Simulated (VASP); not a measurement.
Shape and ions are relaxed at each volume.

Energy against volume of Cd (hcp). Method: revPBE GGA, VASP's PBE PAW potentials (set 64) (plane waves; VASP).

```
V (Å³/atom)  E (eV/atom)
-----------  -----------
22.773          -0.40626
23.500          -0.41508
24.227          -0.41824
24.954          -0.41682
25.681          -0.41202
```

Q: Fit a third-order Birch-Murnaghan equation of state.

A: 
The volume per atom is 24.34 Å^3/atom. The bulk modulus comes out as 31.6 GPa and the pressure derivative of the bulk modulus comes out as 7.47.

Measured: bulk modulus 53.8 GPa at 0 K (computed value off by -41.2 %), as given by Vázquez-Parga, Fernández-Martínez, Viñes, J. Chem. Theory Comput. (2023), doi:10.1021/acs.jctc.3c00612, Supporting … [zero-point energy and finite temperature contributions removed].

The compound is Cd in the hcp structure. It was relaxed first, which changed the volume by +13 %.
